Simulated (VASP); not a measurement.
Runs of VASP 6.6.1 on Ba2Tl5V3O12. Symmetry: R-3m, No. 166, trigonal system. Conventional cell: a = 8.474 Å, b = 8.474 Å, c = 18.385 Å, α = 90.00°, β = 90.00°, γ = 120.00°. Around Ba (site symmetry -3m) lie 12 O at 3.23 Å. Ba (site symmetry -3m) is surrounded by 12 O at 3.22 Å. V (site symmetry 2/m) is surrounded by 4 O at 1.82 Å. Tl (site symmetry 2/m) is surrounded by 4 O at 2.36 Å. Tl (site symmetry 3m) is surrounded by 3 V at 2.80 Å and 6 O at 2.84 Å and 3 Tl at 2.98 Å. O (site symmetry 1) is surrounded by 1 V at 1.82 Å. The cell was built by a generator and needn't be a form met in nature.

```csv
task,level,k mesh for the DOS,occupations for the DOS,gap on the mesh (eV),pressure (GPa),moment (μB),largest force (eV/Å)
electric field gradients,PBE,-,-,none,0.4,1.10,0.07
density of states,PBE,6 × 6 × 6,tetrahedron,-,-,1.10,-
optical spectrum,PBE,-,-,none,0.4,1.10,0.07
atomic charges,PBE+TS,-,-,none,-1.6,1.10,(a)
```

Alike in all rows: potentials or basis VASP PAW PBE potentials, release 64 (Ba_sv, V_sv, Tl_d, O); spin collinear, ferromagnetic start; cell as given; k mesh 4 × 4 × 4; cutoff (eV) 520; smearing fermi-dirac 0.05 eV.

Task: Fill in the values left out.

Result: (a) 0.06.

Caveats: semilocal functionals often make such compounds metallic where correlation or magnetic order opens a gap, which also shifts bond lengths; atom-pairwise D2, TS and ULG terms overbind metals (some runs); pairwise dispersion overbinds metals, which lowers pressure and volume (some runs).

A k mesh can miss the band edges, and the runs leave out spin-orbit coupling on Ba, Tl.

A gap of «none» marks a metal or a gap under the smearing width.

Not every run made on this cell is shown here.
